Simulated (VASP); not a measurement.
Input for VASP

INCAR:
```
ALGO  =  Normal
EDIFF  =  1E-7
ENCUT  =  400
GGA  =  PS
ISIF  =  2
ISMEAR  =  -5
LASPH  =  .TRUE.
LCHARG  =  .TRUE.
LEFG  =  .TRUE.
LMAXMIX  =  4
LORBIT  =  11
LREAL  =  .FALSE.
LWAVE  =  .FALSE.
NEDOS  =  601
NELM  =  100
PREC  =  Accurate
SYSTEM  =  CuI
```

File POSCAR:
```
CuI
1
    4.0024155699     0.0000000000    -0.0000000000
    0.0000000000     4.0024155699     0.0000000000
    0.0000000000     0.0000000000     6.3644029094
Cu I
2 2
Direct
  0.5000000000   0.5000000000   0.0000000000
  0.0000000000   1.0000000000   1.0000000000
  0.5000000000   0.0000000000   0.2663258962
  0.0000000000   0.5000000000   0.7336741038
```

**KPOINTS**
```
Automatic mesh
0
G
 6 6 4
```

POTCAR, in this order: Cu I (PBE.64 set). Program: vasp_std.

Translate this PBEsol calculation to Quantum ESPRESSO's pw.x.

One equivalent input (not run):
```
&CONTROL
  calculation = 'scf'
  pseudo_dir = './pseudo'
  outdir = './out'
  tprnfor = .true.
  tstress = .true.
/
&SYSTEM
  ibrav = 0
  nat = 4
  ntyp = 2
  ecutwfc = 92
  occupations = 'tetrahedra'
  input_dft = 'pbesol'
/
&ELECTRONS
  conv_thr = 7.3e-09
  electron_maxstep = 100
/
ATOMIC_SPECIES
  Cu 63.546 Cu.upf
  I 126.904 I.upf
CELL_PARAMETERS angstrom
     4.0024156    0.0000000   -0.0000000
     0.0000000    4.0024156    0.0000000
     0.0000000    0.0000000    6.3644029
ATOMIC_POSITIONS crystal
  Cu   0.5000000  0.5000000  0.0000000
  Cu   0.0000000  1.0000000  1.0000000
  I    0.5000000  0.0000000  0.2663259
  I    0.0000000  0.5000000  0.7336741
K_POINTS automatic
  6 6 4 0 0 0
```
Limits of the translation: the potentials are each code's own (VASP's PAW set, PseudoDojo norm-conserving files in pw.x), so ENCUT and ecutwfc are chosen apart and not converted; conv_thr bounds pw.x's estimated SCF error, while EDIFF bounds the energy change between steps; the field gradients of LEFG aren't asked of the other code.

The structure comes from a computed database's CuI entry (P4/nmm); how it stands against other phases isn't given here. It was relaxed first, which changed the volume by -7 %.
